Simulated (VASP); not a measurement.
Runs of VASP 6.6.1 on CsLi2. The structure is hexagonal, space group P-6m2 (No. 187). The conventional cell has a = 3.966 Å, b = 3.966 Å, c = 10.028 Å, α = 90.00°, β = 90.00°, γ = 120.00°. Cs (site symmetry -6m2) is surrounded by 6 Cs at 3.97 Å and 6 Li at 4.18 Å. Around Li (site symmetry 3m) lie 1 Li at 3.04 Å. The cell was built by a generator and needn't be a form met in nature.

```tsv
level	potentials or basis	gap on the mesh (eV)	pressure (GPa)	relaxed volume (Å³/atom)	largest force (eV/Å)
PBEsol	VASP PAW PBE potentials, release 64 (Cs_sv, Li_sv)	none	0.0	41.07	-
PW91	VASP PAW PBE potentials, release 64 (Cs_sv, Li_sv)	none	0.0	(b)	-
PBE	VASP PAW PBE potentials, release 64 (Cs_sv, Li_sv)	none	0.0	45.16	0.01
revPBE	VASP PAW PBE potentials, release 64 (Cs_sv, Li_sv)	none	0.0	49.67	-
optB88-vdW	VASP PAW PBE potentials, release 64 (Cs_sv, Li_sv)	none	0.0	42.73	-
vdW-DF-cx	VASP PAW PBE potentials, release 64 (Cs_sv, Li_sv)	none	0.0	(c)	-
BLYP	VASP PAW PBE potentials, release 64 (Cs_sv, Li_sv)	none	0.0	(a)	-
AM05	VASP PAW PBE potentials, release 64 (Cs_sv, Li_sv)	none	0.0	44.04	0.01
LDA	VASP PAW LDA potentials, release 64 (Cs_sv, Li_sv)	none	0.0	37.11	0.01
RPBE	VASP PAW PBE potentials, release 64 (Cs_sv, Li_sv)	none	0.0	50.44	0.01
rev-vdW-DF2	VASP PAW PBE potentials, release 64 (Cs_sv, Li_sv)	none	0.0	42.51	-
```

Alike in all rows: task relaxation of cell and atoms; no spin polarisation; cell relaxed; k mesh 8 × 8 × 3; cutoff (eV) 600; smearing fermi-dirac 0.05 eV.

Problem. Estimate the missing entries.

Solution. (a) 51.79; (b) 44.96; (c) 42.13.

Caveats: the cutoff is under 1.25 times the usual one of these potentials, so pressure, stress and relaxed cells hold a basis-set (Pulay) error; the PAW data sets were made with another functional, which shifts forces and pressure a little (some runs); the volume moved by over 15 % at a fixed basis, so the end points are rough (some runs).

A k mesh can miss the band edges, and the runs leave out spin-orbit coupling on Cs.

A gap of «none» marks a metal or a gap under the smearing width.
